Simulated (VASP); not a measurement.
```xyz
4
Lattice="-3.1385 3.1400 3.1400 3.1385 -3.1421 3.1421 1.5692 1.5711 -1.5711" Properties=species:S:1:pos:R:3 pbc="T T T"
W      0.0000     0.0000     0.0000
W      1.5692    -1.5711     1.5711
Mo    -1.5692     1.5700     1.5700
Mo     0.0000    -0.0011     3.1411
```

Level of theory: PBEsol GGA, VASP's PBE PAW potentials (set 64) (plane waves; VASP). Numerical set-up: 400 eV cut-off, 8×8×15 Γ-centred mesh, tetrahedra with Blöchl corrections, potentials W_sv Mo_sv.

The cores are frozen, which limits the accuracy of field gradients.

### Question
Give the principal components of the electric field gradient (V/Å²) and the asymmetry η at each nucleus.

### Answer

| atom | Vxx | Vyy | Vzz | η |
|---|---|---|---|---|
| W1 | -28.2 | -9.8 | 38.0 | 0.48 |
| W2 | -28.2 | -9.8 | 38.0 | 0.48 |
| Mo3 | 12.0 | 4.9 | -16.9 | 0.42 |
| Mo4 | 12.0 | 4.9 | -16.9 | 0.42 |

The structure was generated: Mo2W2 was put into an ordered model structure (Cmmm), which need not be its known phase. It was relaxed first.
